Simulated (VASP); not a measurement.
```
PbS
1.0
    0.00000     2.95618     2.95618
    2.95618     0.00000     2.95618
    2.95618     2.95618     0.00000
Pb S
1 1
Direct
  0.00000   0.00000   0.00000
  0.50000   0.50000   0.50000
```

All values below come from r2SCAN meta-GGA, VASP's PBE PAW potentials (set 64) (plane waves; VASP). Settings: 520 eV cut-off, 8×8×8 Γ-centred mesh, Gaussian smearing of 0.050 eV, potentials Pb_d S.

Give the stress tensor in GPa (positive for a compressed cell).

```
1.93  0.00  0.00
0.00  1.93  0.00
0.00  0.00  1.93
```
The pressure is its mean diagonal, 1.93 GPa.

The compound is PbS in the rock salt structure. This cell is one point of a volume scan, at 0.97 of the reference volume.
